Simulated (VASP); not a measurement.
## Vibrations of GaSb: a test of the settings

How far do the zone-centre frequencies of GaSb depend on the numerical settings? The starting structure is a measured crystal structure from the Crystallography Open Database.

Main program and level: VASP 6.6.1; Kohn-Sham DFT with plane waves and PAW; LDA.

The database entry behind the starting cell differs from later determinations by our own check (about 0.4 % long), so it need not match the best structure at ambient conditions.

### 1. The starting structure

The structure is cubic, space group F-43m (No. 216). The conventional cell has a = 6.118 Å, b = 6.118 Å, c = 6.118 Å, α = 90.00°, β = 90.00°, γ = 90.00°. Nearest to Sb lie 4 Ga at 2.65 Å. Nearest to Ga lie 4 Sb at 2.65 Å. Farther neighbours are not listed.

### 2. Reference modes

The cell comes from a relaxation at this level, not shown (55.46 Å³).

File INCAR:

```
SYSTEM = GaSb
PREC = Accurate
ENCUT = 450
EDIFF = 1E-08
NELM = 100
ISMEAR = 1
SIGMA = 0.15
LREAL = .FALSE.
ALGO = Normal
GGA = CA
NBANDS = 15
LORBIT = 11
LWAVE = .FALSE.
LCHARG = .FALSE.
KPAR = 2
IBRION = 8
ISIF = 2
```

File POSCAR:

```
GaSb
1.0
    0.0000000000      3.0268763562      3.0268763562
    3.0268763562      0.0000000000      3.0268763562
    3.0268763562      3.0268763562      0.0000000000
Sb Ga
1 1
Direct
    0.7500000000      0.7500000000      0.7500000000
    0.0000000000      0.0000000000      0.0000000000
```

File KPOINTS:

```
Automatic mesh
0
Gamma
10 10 10
0 0 0
```

The projector-augmented-wave data sets are Sb and Ga_d (LDA family, release 64).

Launch:

```
$ mpirun -np 2 vasp_std
```

The program printed:

```text
[banner, memory and clock lines left out]
running    2 mpi-ranks, on    1 nodes
 distrk:  each k-point on    1 cores,    2 groups
 distr:  one band on    1 cores,    1 groups

 POSCAR found type information on POSCAR SbGa
 POSCAR found :  2 types and       2 ions
 LDA part: xc-table for (Slater(with rela. corr.)+CA(PZ))
 , standard interpolation
 POSCAR, INCAR and KPOINTS ok, starting setup
 FFT: planning ... GRIDC
 FFT: planning ... GRID_SOFT
 FFT: planning ... GRID
 WAVECAR not read
 entering main loop
       N       E                     dE             d eps       ncg     rms          rms(c)
DAV:   1     0.769547598514E+02    0.76955E+02   -0.81378E+03  1434   0.136E+03
DAV:   2    -0.280416975705E+01   -0.79759E+02   -0.77122E+02  1613   0.289E+02
DAV:   3    -0.869433218278E+01   -0.58902E+01   -0.58715E+01  1760   0.651E+01
DAV:   4    -0.879785089739E+01   -0.10352E+00   -0.10351E+00  1629   0.982E+00
DAV:   5    -0.880034444956E+01   -0.24936E-02   -0.24935E-02  1930   0.135E+00    0.342E+00
DAV:   6    -0.870896095370E+01    0.91383E-01   -0.76285E-02  2067   0.448E+00    0.200E+00
DAV:   7    -0.867209411345E+01    0.36867E-01   -0.53403E-02  1648   0.185E+00    0.293E-01
DAV:   8    -0.867184172001E+01    0.25239E-03   -0.47914E-03  1736   0.852E-01    0.101E-01
DAV:   9    -0.867192046709E+01   -0.78747E-04   -0.34386E-04  1683   0.163E-01    0.401E-02
DAV:  10    -0.867191324457E+01    0.72225E-05   -0.17512E-05  1875   0.350E-02    0.143E-02
DAV:  11    -0.867191535631E+01   -0.21117E-05   -0.43835E-06  1637   0.198E-02    0.543E-03
DAV:  12    -0.867191532001E+01    0.36302E-07   -0.23807E-07  1767   0.351E-03    0.117E-03
DAV:  13    -0.867191532950E+01   -0.94938E-08   -0.21295E-08  1711   0.144E-03
   1 F= -.86719153E+01 E0= -.86720280E+01  d E =0.338087E-03
 Linear response reoptimize wavefunctions to high precision
DAV:   1    -0.867191532951E+01   -0.90949E-11   -0.68401E-10  1419   0.312E-04
 Linear response DOF=           2
 Linear response progress:
  Degree of freedom:   1/  2
       N       E                     dE             d eps       ncg     rms          rms(c)
RMM:   1    -0.293597831993E-01   -0.29360E-01    0.95758E-04 10130   0.141E+00
RMM:   2    -0.265360565733E-01    0.28237E-02   -0.38295E-03  9393   0.395E-01    0.681E-02
RMM:   3    -0.264633376871E-01    0.72719E-04   -0.25573E-04 10341   0.105E-01    0.364E-02
RMM:   4    -0.264817182602E-01   -0.18381E-04   -0.69031E-05 10406   0.448E-02    0.457E-03
RMM:   5    -0.264850584003E-01   -0.33401E-05   -0.10248E-05 10818   0.155E-02    0.291E-03
RMM:   6    -0.264771551624E-01    0.79032E-05    0.89661E-08 10437   0.493E-03    0.664E-04
RMM:   7    -0.264765271531E-01    0.62801E-06    0.21709E-08 10673   0.147E-03    0.302E-04
RMM:   8    -0.264761517213E-01    0.37543E-06   -0.27505E-08 10265   0.525E-04    0.796E-05
RMM:   9    -0.264761174396E-01    0.34282E-07   -0.68082E-09 10692   0.195E-04    0.294E-05
RMM:  10    -0.264761327982E-01   -0.15359E-07    0.24254E-09 10201   0.756E-05    0.519E-06
RMM:  11    -0.264761230498E-01    0.97485E-08   -0.34008E-09 10495   0.290E-05    0.401E-06
 first order change of Fermi-energy   0.22533E-03
 force on displaced ion       1 direction 1 :  -8.302   0.000   0.000
 Linear response progress:
  Degree of freedom:   2/  2
       N       E                     dE             d eps       ncg     rms          rms(c)
RMM:   1    -0.168313414718E+00   -0.16831E+00    0.94704E-02  6373   0.849E+00
RMM:   2    -0.166974078468E+00    0.13393E-02   -0.29118E-02  9547   0.134E+00    0.403E-02
RMM:   3    -0.166913152555E+00    0.60926E-04   -0.34073E-03  9806   0.425E-01    0.269E-02
RMM:   4    -0.166874000503E+00    0.39152E-04   -0.18257E-03 10818   0.203E-01    0.139E-02
RMM:   5    -0.166860296667E+00    0.13704E-04   -0.70324E-05 10476   0.511E-02    0.472E-03
RMM:   6    -0.166869846733E+00   -0.95501E-05   -0.59992E-05 10630   0.213E-02    0.540E-04
RMM:   7    -0.166858735037E+00    0.11112E-04   -0.13111E-05 10438   0.938E-03    0.623E-04
RMM:   8    -0.166861934045E+00   -0.31990E-05   -0.15521E-05 10407   0.425E-03    0.202E-04
RMM:   9    -0.166862243418E+00   -0.30937E-06   -0.47483E-06 10451   0.203E-03    0.758E-05
RMM:  10    -0.166862656174E+00   -0.41276E-06   -0.40677E-06 10640   0.993E-04    0.350E-05
RMM:  11    -0.166862476673E+00    0.17950E-06   -0.99677E-07 10670   0.487E-04    0.175E-05
RMM:  12    -0.166862560271E+00   -0.83598E-07   -0.55976E-07 10480   0.257E-04    0.324E-06
RMM:  13    -0.166862523921E+00    0.36350E-07    0.57200E-08 10711   0.137E-04    0.217E-06
RMM:  14    -0.166862544293E+00   -0.20372E-07   -0.14855E-07 10636   0.782E-05    0.203E-06
RMM:  15    -0.166862568494E+00   -0.24200E-07   -0.20355E-08 10464   0.494E-05    0.829E-07
RMM:  16    -0.166862567918E+00    0.57529E-09   -0.50178E-08 10297   0.348E-05    0.464E-07
 first order change of Fermi-energy   0.22989E-04
 force on displaced ion       2 direction 1 :  -8.263   0.000   0.000
 Linear response finished
```

The job ended after 5.2 min (2 MPI ranks of AMD EPYC 7R43, shared host; peak memory 0.72 GiB; 10 min of CPU time).

Lines that name or quote the potential files are left out of all logs, and their timing lines are given in words.

Parts of OUTCAR (step 2):

```text
ion  position               nearest neighbor table
   1  0.750  0.750  0.750-   2 2.62   2 2.62   2 2.62   2 2.62
   2  0.000  0.000  0.000-   1 2.62   1 2.62   1 2.62   1 2.62

  LATTYP: Found a face centered cubic cell.
 ALAT       =     6.0537527124

 Subroutine GETGRP returns: Found 24 space group operations
 (whereof 24 operations were pure point group operations)

The static configuration has the point symmetry T_d .

 Found     47 irreducible k-points:

   k-points           NKPTS =     47   k-points in BZ     NKDIM =     47   number of bands    NBANDS=     15

   dimension x,y,z NGX =    30 NGY =   30 NGZ =   30
   dimension x,y,z NGXF=    60 NGYF=   60 NGZF=   60

   ENCUT  =  450.0 eV  33.07 Ry    5.75 a.u.   7.40  7.40  7.40*2*pi/ulx,y,z

   NELECT =      18.0000    total number of electrons

 k-points in reciprocal lattice and weights: Automatic mesh
   0.00000000  0.00000000  0.00000000       0.001
   0.10000000  0.00000000  0.00000000       0.008
   0.20000000  0.00000000  0.00000000       0.008
   0.30000000  0.00000000  0.00000000       0.008
   0.40000000  0.00000000  0.00000000       0.008
   0.50000000  0.00000000  0.00000000       0.004
   0.10000000  0.10000000  0.00000000       0.006
   0.20000000  0.10000000  0.00000000       0.024
   0.30000000  0.10000000  0.00000000       0.024
[...]
-0.30000000  0.40000000  0.20000000       0.024
  -0.30000000  0.50000000  0.20000000       0.012

 average (electrostatic) potential at core
       1 -88.3622       2 -66.6031

  Total       -0.0015360     -0.0015360     -0.0015360      0.0000000     -0.0000000      0.0000000
  in kB       -0.0443703     -0.0443703     -0.0443703      0.0000000     -0.0000000      0.0000000
  external PRESSURE =      -0.0443703 kB  Pullay stress =       0.0000000 kB

  energy-cutoff  :      450.00
  volume of cell :       55.46
      direct lattice vectors                 reciprocal lattice vectors
     0.000000000  3.026876356  3.026876356    -0.165186794  0.165186794  0.165186794
     3.026876356  0.000000000  3.026876356     0.165186794 -0.165186794  0.165186794
     3.026876356  3.026876356  0.000000000     0.165186794  0.165186794 -0.165186794

 POSITION                                       TOTAL-FORCE (eV/Angst)
 -----------------------------------------------------------------------------------
      4.54031      4.54031      4.54031         0.000000      0.000000      0.000000
      0.00000      0.00000      0.00000        -0.000000     -0.000000     -0.000000
 -----------------------------------------------------------------------------------
    total drift:                                0.000000      0.000000     -0.000000

 Eigenvectors and eigenvalues of the dynamical matrix
 ----------------------------------------------------

   1 f  =    6.754975 THz    42.442762 2PiTHz  225.321723 cm-1    27.936321 meV
             X         Y         Z           dx          dy          dz
      4.540315  4.540315  4.540315     0.000000    0.604333    0.000000
      0.000000  0.000000  0.000000     0.000000   -0.796732    0.000000

   2 f  =    6.754975 THz    42.442762 2PiTHz  225.321723 cm-1    27.936321 meV
             X         Y         Z           dx          dy          dz
      4.540315  4.540315  4.540315    -0.604333    0.000000    0.000000
      0.000000  0.000000  0.000000     0.796732    0.000000    0.000000

   3 f  =    6.754975 THz    42.442762 2PiTHz  225.321723 cm-1    27.936321 meV
             X         Y         Z           dx          dy          dz
      4.540315  4.540315  4.540315     0.000000    0.000000   -0.604333
      0.000000  0.000000  0.000000     0.000000    0.000000    0.796732

   4 f/i=    0.007564 THz     0.047523 2PiTHz    0.252294 cm-1     0.031280 meV
             X         Y         Z           dx          dy          dz
      4.540315  4.540315  4.540315     0.796732    0.000000    0.000000
      0.000000  0.000000  0.000000     0.604333    0.000000    0.000000

   5 f/i=    0.007564 THz     0.047523 2PiTHz    0.252294 cm-1     0.031280 meV
             X         Y         Z           dx          dy          dz
      4.540315  4.540315  4.540315     0.000000   -0.796732    0.000000
      0.000000  0.000000  0.000000     0.000000   -0.604333    0.000000

   6 f/i=    0.007564 THz     0.047523 2PiTHz    0.252294 cm-1     0.031280 meV
             X         Y         Z           dx          dy          dz
      4.540315  4.540315  4.540315     0.000000    0.000000    0.796732
      0.000000  0.000000  0.000000     0.000000    0.000000    0.604333

 ELASTIC MODULI CONTR FROM IONIC RELAXATION (kBar)
 Direction    XX          YY          ZZ          XY          YZ          ZX
 --------------------------------------------------------------------------------
 XX          -0.0000     -0.0000     -0.0000     -0.0000     -0.0000     -0.0000
 YY          -0.0000     -0.0000      0.0000     -0.0000     -0.0000      0.0000
 ZZ          -0.0000      0.0000     -0.0000      0.0000     -0.0000     -0.0000
 XY          -0.0000     -0.0000      0.0000   -177.9578      0.0000      0.0000
 YZ          -0.0000     -0.0000     -0.0000      0.0000   -177.9578      0.0000
 ZX          -0.0000      0.0000     -0.0000      0.0000      0.0000   -177.9578
 --------------------------------------------------------------------------------
```

Energies printed during the response cycles are not total energies of the cell. Methfessel-Paxton smearing is not meant for a cell with a gap.

Reference: the zone-centre mode is T2 225.3 cm⁻¹.

### 3. Modes with a 6×6×6 mesh

Against step 2 the input has a 6×6×6 mesh.

INCAR is that of step 2.

POSCAR is that of step 2.

File KPOINTS:

```
Automatic mesh
0
Gamma
6 6 6
0 0 0
```

Launch:

```
$ mpirun -np 2 vasp_std
```

The program printed:

```text
[... set-up lines as in an earlier step ...]
 entering main loop
       N       E                     dE             d eps       ncg     rms          rms(c)
DAV:   1     0.774923192944E+02    0.77492E+02   -0.80141E+03   480   0.135E+03
DAV:   2    -0.287677433386E+01   -0.80369E+02   -0.77986E+02   578   0.287E+02
DAV:   3    -0.866413081394E+01   -0.57874E+01   -0.57759E+01   550   0.656E+01
DAV:   4    -0.876996235381E+01   -0.10583E+00   -0.10582E+00   621   0.101E+01
[...]
DAV:  12    -0.863963721749E+01    0.39907E-07   -0.25286E-07   599   0.368E-03    0.121E-03
DAV:  13    -0.863963722832E+01   -0.10822E-07   -0.20772E-08   571   0.124E-03    0.700E-04
DAV:  14    -0.863963722837E+01   -0.51841E-10   -0.69458E-10   401   0.343E-04
   1 F= -.86396372E+01 E0= -.86395583E+01  d E =-.236881E-03
 Linear response reoptimize wavefunctions to high precision
DAV:   1    -0.863963722831E+01    0.59117E-10   -0.34991E-10   464   0.157E-04
 Linear response DOF=           2
 Linear response progress:
  Degree of freedom:   1/  2
[...]
RMM:   5    -0.265693883690E-01   -0.39285E-05   -0.10778E-05  2879   0.151E-02    0.291E-03
RMM:   6    -0.265604659700E-01    0.89224E-05    0.17191E-07  2754   0.482E-03    0.429E-04
RMM:   7    -0.265604681249E-01   -0.21549E-08   -0.86976E-08  2850   0.158E-03    0.376E-04
 first order change of Fermi-energy   0.29568E-03
 force on displaced ion       1 direction 1 :  -7.911   0.000   0.000
 Linear response progress:
  Degree of freedom:   2/  2
       N       E                     dE             d eps       ncg     rms          rms(c)
RMM:   1    -0.168390220818E+00   -0.16839E+00    0.96452E-02  1710   0.851E+00
RMM:   2    -0.167036685355E+00    0.13535E-02   -0.28995E-02  2525   0.132E+00    0.415E-02
RMM:   3    -0.166974383806E+00    0.62302E-04   -0.36235E-03  2594   0.403E-01    0.282E-02
RMM:   4    -0.166794140267E+00    0.18024E-03   -0.74612E-04  2903   0.185E-01    0.129E-02
[...]
RMM:  14    -0.166867731590E+00   -0.16218E-07   -0.76164E-08  2899   0.771E-05    0.627E-07
RMM:  15    -0.166867698967E+00    0.32623E-07   -0.45618E-08  2743   0.518E-05    0.123E-06
RMM:  16    -0.166867705827E+00   -0.68597E-08   -0.16965E-08  2618   0.389E-05    0.201E-07
 first order change of Fermi-energy   0.34288E-04
 force on displaced ion       2 direction 1 :  -7.869   0.000   0.000
 Linear response finished
```

Wall time 61 s (2 MPI ranks); peak memory 0.38 GiB.

From OUTCAR (step 3):

```text
  Total        0.0112011      0.0112011      0.0112011     -0.0000000      0.0000000     -0.0000000
  in kB        0.3235626      0.3235626      0.3235626     -0.0000000      0.0000000     -0.0000000
  external PRESSURE =       0.3235626 kB  Pullay stress =       0.0000000 kB

 POSITION                                       TOTAL-FORCE (eV/Angst)
 -----------------------------------------------------------------------------------
      4.54031      4.54031      4.54031        -0.000000     -0.000000     -0.000000
      0.00000      0.00000      0.00000         0.000000      0.000000      0.000000
 -----------------------------------------------------------------------------------
    total drift:                                0.000000      0.000000     -0.000000

[... 1 part as in an earlier step ...]

[... 1 further part left out ...]
```

With a 6×6×6 mesh the mode is T2 219.9 cm⁻¹, -5.4 cm⁻¹ from the reference.

### 4. Modes with a cutoff of 280 eV

Against step 2 the input has ENCUT = 280.

Edit INCAR of step 3 so:

```diff
@@ -2,3 +2,3 @@
 PREC = Accurate
-ENCUT = 450
+ENCUT = 280
 EDIFF = 1E-08
```

POSCAR is that of step 3.

File KPOINTS:

```
Automatic mesh
0
Gamma
10 10 10
0 0 0
```

Launch:

```
$ mpirun -np 2 vasp_std
```

The program printed:

```text
[... set-up lines as in an earlier step ...]
 entering main loop
       N       E                     dE             d eps       ncg     rms          rms(c)
DAV:   1     0.633637005647E+02    0.63364E+02   -0.65913E+03  1441   0.107E+03
DAV:   2    -0.422029645967E+01   -0.67584E+02   -0.65391E+02  1606   0.229E+02
DAV:   3    -0.873058235759E+01   -0.45103E+01   -0.45025E+01  1662   0.557E+01
DAV:   4    -0.879674023785E+01   -0.66158E-01   -0.66151E-01  1734   0.751E+00
[...]
DAV:  12    -0.867014947838E+01    0.46173E-07   -0.24726E-07  1676   0.342E-03    0.110E-03
DAV:  13    -0.867014949021E+01   -0.11831E-07   -0.18990E-08  1695   0.128E-03    0.648E-04
DAV:  14    -0.867014948927E+01    0.94133E-09   -0.50983E-10  1132   0.232E-04
   1 F= -.86701495E+01 E0= -.86702623E+01  d E =0.338517E-03
 Linear response reoptimize wavefunctions to high precision
DAV:   1    -0.867014948892E+01    0.35016E-09   -0.28461E-10  1272   0.137E-04
DAV:   2    -0.867014948893E+01   -0.16826E-10   -0.47109E-11   894   0.626E-05
 Linear response DOF=           2
 Linear response progress:
[...]
RMM:   9    -0.263707888864E-01    0.17740E-07    0.25499E-09 10508   0.162E-04    0.224E-05
RMM:  10    -0.263708048821E-01   -0.15996E-07    0.64322E-09 10200   0.690E-05    0.458E-06
RMM:  11    -0.263708077243E-01   -0.28422E-08   -0.93265E-10 10363   0.266E-05    0.344E-06
 first order change of Fermi-energy   0.22870E-03
 force on displaced ion       1 direction 1 :  -8.306   0.000   0.000
 Linear response progress:
  Degree of freedom:   2/  2
       N       E                     dE             d eps       ncg     rms          rms(c)
RMM:   1    -0.168461034826E+00   -0.16846E+00    0.74275E-02  6380   0.820E+00
RMM:   2    -0.166858177527E+00    0.16029E-02   -0.28083E-02  9519   0.127E+00    0.408E-02
RMM:   3    -0.166828821431E+00    0.29356E-04   -0.34003E-03  9723   0.388E-01    0.267E-02
RMM:   4    -0.166722112630E+00    0.10671E-03   -0.12879E-03 10695   0.179E-01    0.133E-02
[...]
RMM:  15    -0.166747040225E+00   -0.58363E-07   -0.72903E-08 10330   0.357E-05    0.711E-07
RMM:  16    -0.166747010720E+00    0.29505E-07    0.71963E-09  8917   0.218E-05    0.143E-06
RMM:  17    -0.166747017655E+00   -0.69353E-08   -0.18794E-08  8923   0.152E-05    0.110E-07
 first order change of Fermi-energy   0.28558E-04
 force on displaced ion       2 direction 1 :  -8.406   0.000   0.000
 Linear response finished
```

The job ended after 1.9 min (2 MPI ranks; peak memory 0.44 GiB; 3.7 min of CPU time).

From OUTCAR (step 4):

```text
  Total       -0.1284644     -0.1284644     -0.1284644      0.0000000      0.0000000     -0.0000000
  in kB       -3.7109018     -3.7109018     -3.7109018      0.0000000      0.0000000     -0.0000000
  external PRESSURE =      -3.7109018 kB  Pullay stress =       0.0000000 kB

 POSITION                                       TOTAL-FORCE (eV/Angst)
 -----------------------------------------------------------------------------------
      4.54031      4.54031      4.54031        -0.000000      0.000000      0.000000
      0.00000      0.00000      0.00000         0.000000     -0.000000     -0.000000
 -----------------------------------------------------------------------------------
    total drift:                                0.000002      0.000002      0.000003

[... 1 part as in an earlier step ...]

[... 1 further part left out ...]
```

With a cutoff of 280 eV the mode is T2 226.6 cm⁻¹, +1.3 cm⁻¹ from the reference.

(Continued in part 2 of 2.)

[Lines on the potential files, build, host, timing and source positions are cut from VASP's logs without a mark.]

[Logs are printed without paths, hosts, clocks, repeated set-up lines and the standing remarks that a program may print on its own settings, such as how far it seeks lower states.]

[Hosts, paths, dates, database ids (printed as entryN), source tags and the programs' standing remarks are cut or masked in the printed files.]
